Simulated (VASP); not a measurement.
# HPbNO4 (P1) in VASP: single point with PBEsol

Aim: the single point of HPbNO4 with PBEsol.

Program: VASP 6.6.1. These are calculated values, not measurements. Logs are shortened: lines on timing, memory, paths and dates and some standing lists are left out, and cuts for length are marked.

### Step 1. The structure

The typed cell holds 7 atoms: a = 4.204 Å, b = 4.339 Å, c = 6.729 Å, α = 71.95°, β = 72.29°, γ = 62.23°.

The cell was built by a generator and needn't be a form met in nature.

### Step 2. Single point, PBEsol

The input, INCAR:

```
  PREC = Accurate
  ENCUT = 520
  EDIFF = 1E-7
  ISMEAR = -1
  SIGMA = 0.05
  LREAL = F
  LASPH = T
  NELM = 100
  ALGO = Fast
  ISIF = 2
  LWAVE = F
  LCHARG = F
  GGA = PS
  NBANDS = 31
```

The input, KPOINTS:

```
regular mesh
0
Gamma
  5 5 4
```

The input, POSCAR:

```
HPbNO4
1.0
    4.1992300000      0.1111700000      0.1681700000
    1.9160000000      3.8913200000      0.1256800000
    1.7608500000      1.2525900000      6.3726600000
H Pb N O
1 1 1 4
Direct
    0.8914500000      0.6820200000      0.6279600000
    0.1442600000      0.9287200000      0.8835200000
    0.2567000000      0.2886100000      0.3017100000
    0.8310800000      0.6505600000      0.7840500000
    0.3869400000      0.2238000000      0.1129500000
    0.3110400000      0.0357600000      0.4585600000
    0.0772600000      0.6063300000      0.3227500000
```

Potentials or basis: VASP PAW PBE potentials, release 64 (H, Pb_d, N, O).

On the command line:

```bash
> cat potpaw_PBE.64/H/POTCAR potpaw_PBE.64/Pb_d/POTCAR potpaw_PBE.64/N/POTCAR potpaw_PBE.64/O/POTCAR > POTCAR
> mpirun -np 1 vasp_std > vasp.out
```

OUTCAR:

```text
PREC = Accurate
   ENCUT = 520
   EDIFF = 1E-7
   ISMEAR = -1
   LREAL = F
   LASPH = T
   NELM = 100
   ISIF = 2
   GGA = PS

 ion  position               nearest neighbor table
   1  0.891  0.682  0.628-   4 0.98
   2  0.144  0.929  0.884-   4 2.48   4 2.51   6 2.67   4 2.72   5 2.81   7 2.84   5 2.91   5 2.93

   3  0.257  0.289  0.302-   6 1.25   7 1.26   5 1.28
   4  0.831  0.651  0.784-   1 0.98   2 2.48   2 2.51   2 2.72
   5  0.387  0.224  0.113-   3 1.28   2 2.81   2 2.91   2 2.93
   6  0.311  0.036  0.459-   3 1.25   2 2.67
   7  0.077  0.606  0.323-   3 1.26   2 2.84

  LATTYP: Found a triclinic cell.
 ALAT       =     6.7290690222
 B/A-ratio  =     1.0080435208
 C/A-ratio  =     0.6247619357
 COS(alpha) =     0.0037064377
 COS(beta)  =     0.3041824545
 COS(gamma) =     0.7937729759

  Lattice vectors:

 A1 = (   1.7608500000,   1.2525900000,   6.3726600000)
 A2 = (  -0.1551500000,  -2.6387300000,   6.2469800000)
 A3 = (   4.1992300000,   0.1111700000,   0.1681700000)

Analysis of symmetry for initial positions (statically):
=====================================================================
 Subroutine PRICEL returns:
 Original cell was already a primitive cell.

 Routine SETGRP: Setting up the symmetry group for a
 triclinic supercell.

 Subroutine GETGRP returns: Found  1 space group operations
 (whereof  1 operations were pure point group operations)
 out of a pool of  2 trial point group operations.

The static configuration has the point symmetry C_1 .

Analysis of symmetry for dynamics (positions and initial velocities):
=====================================================================
 Subroutine PRICEL returns:
 Original cell was already a primitive cell.

 Routine SETGRP: Setting up the symmetry group for a
 triclinic supercell.

 Subroutine GETGRP returns: Found  1 space group operations
 (whereof  1 operations were pure point group operations)
 out of a pool of  2 trial point group operations.

The dynamic configuration has the point symmetry C_1 .

 Subroutine INISYM returns: Found  1 space group operations
 (whereof  1 operations are pure point group operations),
 and found     1 'primitive' translations

----------------------------------------------------------------------------------------

                                     Primitive cell

  volume of cell :     101.3902

  direct lattice vectors                    reciprocal lattice vectors
     4.199230000  0.111170000  0.168170000     0.243027768 -0.118243312 -0.043910244
     1.916000000  3.891320000  0.125680000    -0.004909750  0.261012831 -0.049947232
     1.760850000  1.252590000  6.372660000    -0.006316502 -0.002027272  0.159064151

  length of vectors
     4.204066188  4.339265238  6.729069022     0.273810311  0.265794149  0.159202425

  position of ions in fractional coordinates (direct lattice)
     0.891450000  0.682020000  0.627960000
     0.144260000  0.928720000  0.883520000
     0.256700000  0.288610000  0.301710000
     0.831080000  0.650560000  0.784050000
     0.386940000  0.223800000  0.112950000
     0.311040000  0.035760000  0.458560000
     0.077260000  0.606330000  0.322750000

  ion indices of the primitive-cell ions
   primitive index   ion index
                 1           1
                 2           2
                 3           3
                 4           4
                 5           5
                 6           6
                 7           7

----------------------------------------------------------------------------------------

 KPOINTS: regular mesh

Automatic generation of k-mesh.
 Grid dimensions read from file:
 generate k-points for:    5    5    4

 Generating k-lattice:

  Cartesian coordinates                     Fractional coordinates (reciprocal lattice)
     0.048605554 -0.023648662 -0.008782049     0.200000000 -0.000000000 -0.000000000
    -0.000981950  0.052202566 -0.009989446    -0.000000000  0.200000000  0.000000000
    -0.001579126 -0.000506818  0.039766038    -0.000000000 -0.000000000  0.250000000

  Length of vectors
     0.054762062  0.053158830  0.039800606

  Shift w.r.t. Gamma in fractional coordinates (k-lattice)
     0.000000000  0.000000000  0.000000000

 Subroutine IBZKPT returns following result:
 ===========================================

 Found     51 irreducible k-points:

 Following reciprocal coordinates:
            Coordinates               Weight
  0.000000  0.000000  0.000000      1.000000
  0.200000  0.000000  0.000000      2.000000
  0.400000 -0.000000  0.000000      2.000000
 -0.000000  0.200000  0.000000      2.000000
  0.200000  0.200000  0.000000      2.000000
  0.400000  0.200000  0.000000      2.000000
[... 16 lines left out ...]
 -0.200000  0.200000  0.250000      2.000000
 -0.000000  0.400000  0.250000      2.000000
 [... further k-points ...]
   k-points           NKPTS =     51   k-points in BZ     NKDIM =     51   number of bands    NBANDS=     31
   number of dos      NEDOS =    301   number of ions     NIONS =      7
   total plane-waves  NPLWV =  51200
   dimension x,y,z NGX =    32 NGY =   32 NGZ =   50
   dimension x,y,z NGXF=    64 NGYF=   64 NGZF=  100
   ions per type =               1   1   1   4
   NGX,Y,Z   is equivalent  to a cutoff of  12.65, 12.26, 12.35 a.u.
   NGXF,Y,Z  is equivalent  to a cutoff of  25.31, 24.52, 24.71 a.u.
 SYSTEM =  unknown system
   PREC   = accura    normal or accurate (medium, high low for compatibility)
   ISTART =      0    job   : 0-new  1-cont  2-samecut
   ICHARG =      2    charge: 1-file 2-atom 10-const
   ISPIN  =      1    spin polarized calculation?
   LNONCOLLINEAR =      F non collinear calculations
   LSORBIT =      F    spin-orbit coupling
   LASPH  =      T    aspherical Exc in radial PAW
   ENCUT  =  520.0 eV  38.22 Ry    6.18 a.u.   7.82  8.07 12.51*2*pi/ulx,y,z
   NELM   =    100;   NELMIN=  2; NELMDL= -5     # of ELM steps
   EDIFF  = 0.1E-06   stopping-criterion for ELM
   LREAL  =      F    real-space projection
   EDIFFG = 0.1E-05   stopping-criterion for IOM
   NSW    =      0    number of steps for IOM
   IBRION =     -1    ionic relax: 0-MD 1-quasi-New 2-CG
   NFREE  =      0    steps in history (QN), initial steepest desc. (CG)
   ISIF   =      2    stress and relaxation
   ISYM   =      2    0-nonsym 1-usesym 2-fastsym
   POTIM  = 0.5000    time-step for ionic-motion
   TEBEG  =    0.0;   TEEND  =   0.0 temperature during run
   PSTRESS=    0.0 pullay stress
   NELECT =      44.0000    total number of electrons
   NUPDOWN=      -1.0000    fix difference up-down
   EMIN   =  10.00;   EMAX   =-10.00  energy-range for DOS
   EFERMI =   0.00;   METHOD = LEGACY
   ISMEAR =    -1;   SIGMA  =   0.05  broadening in eV -4-tet -1-fermi 0-gaus
   EFERMI_NEDOS =   21; number of points for ismear=-14 and -15
   IALGO  =     68    algorithm
   IMIX   =      4    mixing-type and parameters
     AMIX     =   0.40;   BMIX     =  1.00
     AMIX_MAG =   1.60;   BMIX_MAG =  1.00
  volume/ion in A,a.u.               =      14.48        97.74
  Fermi-wavevector in a.u.,A,eV,Ry     =   1.239444  2.342210 20.901576  1.536223
  Thomas-Fermi vector in A             =   2.373927
   LORBIT       =      0    0 simple, 1 ext, 2 COOP (PROOUT), +10 PAW based schemes
   GGA     = PS    functional components
   LHFCALC =     F    Hartree Fock is set to
   AEXX    =    0.0000 exact exchange contribution
   IVDW    =     0    specifies the selected vdW correction
   LEPSILON=     F    determine dielectric tensor
   LRPA    =     F    only Hartree local field effects (RPA)
 non-spin polarized calculation
 RMM-DIIS sequential band-by-band and
  energy-cutoff  :      520.00
  volume of cell :      101.39
 maximum number of plane-waves:      2745
   NGX = 15   NGY = 17   NGZ = 25

 number of electron      43.9999999 magnetization

 Free energy of the ion-electron system (eV)
  ---------------------------------------------------
  ext. energy  EPLUGINS =         0.00000000
  ---------------------------------------------------
  free energy    TOTEN  =       -42.25200454 eV

  energy without entropy =      -42.25200454  energy(sigma->0) =      -42.25200454

 E-fermi :   1.9580     XC(G=0):  -8.8015

 val. band max:        0.7681354148   @ k =   0.2000  -0.4000   0.2500
 cond. band min:       3.6059269208   @ k =  -0.2000   0.4000   0.5000
 fundamental gap:      2.8377915060
 Fermi energy:         1.9579715195

 k-point     1 :       0.0000    0.0000    0.0000
  band No.  band energies     occupation
      1     -25.1224      2.00000
      2     -19.7015      2.00000
      3     -19.3689      2.00000
      4     -16.7854      2.00000
      5     -14.4669      2.00000
      6     -14.4465      2.00000
[... 23 lines left out ...]
     30      12.2770      0.00000
     31      12.8418      0.00000

 k-point     2 :       0.2000    0.0000    0.0000
  band No.  band energies     occupation
      1     -25.1130      2.00000
      2     -19.7174      2.00000
      3     -19.3732      2.00000
      4     -16.7783      2.00000
      5     -14.4769      2.00000
      6     -14.4623      2.00000
[... 23 lines left out ...]
     30      11.5984      0.00000
     31      12.4074      0.00000

 k-point     3 :       0.4000   -0.0000    0.0000
  band No.  band energies     occupation
      1     -25.0976      2.00000
      2     -19.7449      2.00000
      3     -19.3779      2.00000
      4     -16.7704      2.00000
      5     -14.4803      2.00000
      6     -14.4633      2.00000
[... 23 lines left out ...]
     30      11.0291      0.00000
     31      12.2409      0.00000

 k-point     4 :      -0.0000    0.2000    0.0000
  band No.  band energies     occupation
      1     -25.1069      2.00000
      2     -19.7394      2.00000
      3     -19.3780      2.00000
      4     -16.7789      2.00000
      5     -14.4741      2.00000
      6     -14.4495      2.00000
[... 23 lines left out ...]
     30      11.6404      0.00000
     31      12.6853      0.00000

 k-point     5 :       0.2000    0.2000    0.0000
  band No.  band energies     occupation
      1     -25.1124      2.00000
      2     -19.7189      2.00000
      3     -19.3727      2.00000
      4     -16.7784      2.00000
      5     -14.4741      2.00000
      6     -14.4642      2.00000
[... 23 lines left out ...]
     30      11.6543      0.00000
     31      12.4935      0.00000
[... 542 lines left out ...]
     30      11.3980      0.00000
     31      13.0368      0.00000

 k-point    22 :      -0.4000    0.2000    0.2500
  band No.  band energies     occupation
      1     -25.0897      2.00000
      2     -19.7636      2.00000
      3     -19.3813      2.00000
      4     -16.7681      2.00000
      5     -14.4792      2.00000
      6     -14.4626      2.00000
[... 23 lines left out ...]
     30      11.0948      0.00000
     31      12.6012      0.00000

 k-point    23 :      -0.2000    0.2000    0.2500
  band No.  band energies     occupation
      1     -25.0928      2.00000
      2     -19.7666      2.00000
      3     -19.3848      2.00000
      4     -16.7697      2.00000
      5     -14.4815      2.00000
      6     -14.4615      2.00000
[... 23 lines left out ...]
     30      11.4677      0.00000
     31      12.3123      0.00000

 k-point    24 :      -0.0000    0.4000    0.2500
  band No.  band energies     occupation
      1     -25.0819      2.00000
      2     -19.8009      2.00000
      3     -19.3887      2.00000
      4     -16.7698      2.00000
      5     -14.4774      2.00000
      6     -14.4527      2.00000
[... 23 lines left out ...]
     30      11.0825      0.00000
     31      12.9244      0.00000

 [... further k-points ...]

------------------------ aborting loop because EDIFF is reached ----------------------------------------

  FORCE on cell =-STRESS in cart. coord.  units (eV):
  Direction    XX          YY          ZZ          XY          YZ          ZX
  --------------------------------------------------------------------------------------
  -------------------------------------------------------------------------------------
  Total       -1.4543827     -1.4070028     -1.2813198      0.0228514     -0.0199377      0.0008548
  in kB      -22.9822906    -22.2335888    -20.2475343      0.3610998     -0.3150573      0.0135077
  external PRESSURE =     -21.8211379 kB  Pullay stress =       0.0000000 kB

 VOLUME and BASIS-vectors are now :
 -----------------------------------------------------------------------------
  energy-cutoff  :      520.00
  volume of cell :      101.39
      direct lattice vectors                 reciprocal lattice vectors
     4.199230000  0.111170000  0.168170000     0.243027768 -0.118243312 -0.043910244
     1.916000000  3.891320000  0.125680000    -0.004909750  0.261012831 -0.049947232
     1.760850000  1.252590000  6.372660000    -0.006316502 -0.002027272  0.159064151

 POSITION                                       TOTAL-FORCE (eV/Angst)
 -----------------------------------------------------------------------------------
      6.15590      3.53964      4.23741         0.012949     -0.033057     -0.342768
      3.94095      4.73667      5.77135        -0.000300     -0.070528     -0.029364
      2.16219      1.52953      2.00214         0.004051     -0.029373     -0.094655
      6.11696      3.60602      5.21801        -0.008712      0.058091      0.377183
      2.25254      1.05537      0.81299        -0.002667      0.019983     -0.042653
      2.18210      0.74812      2.97905        -0.002553     -0.055264      0.138350
      2.05448      2.77229      2.14597        -0.002769      0.110148     -0.006093
 -----------------------------------------------------------------------------------
    total drift:                               -0.000605     -0.000148     -0.000552

  FREE ENERGIE OF THE ION-ELECTRON SYSTEM (eV)
  ---------------------------------------------------
  free  energy   TOTEN  =       -42.2520045390 eV

  energy  without entropy=      -42.2520045390  energy(sigma->0) =      -42.25200454
```

Wall time 2.6 min (1 thread of Intel Xeon Platinum 8375C at 2.90GHz (Ice Lake), shared host); peak memory 0.32 GiB.

What came out:

```
Free energy            : -42.2520 eV
Pressure               : -2.2 GPa
Largest force          : 0.382 eV/Å
Band gap on the k mesh : 2.84 eV, indirect (least direct gap 2.84 eV)
```

Forces in eV/Å, atoms in the order of the input:
```
H    0.013 -0.033 -0.343
Pb   0.000 -0.071 -0.029
N    0.004 -0.029 -0.095
O   -0.009  0.058  0.377
O   -0.003  0.020 -0.043
O   -0.003 -0.055  0.138
O   -0.003  0.110 -0.006
```

Caveat: the standard files for N, O and F lose accuracy on very short bonds; the PAW data sets were made with another functional, which shifts forces and pressure a little; spin-orbit coupling is left out, which as a rule narrows the gap of such compounds by several tenths of an eV; an odd mesh through Γ misses points on the zone boundary, where band edges often lie.
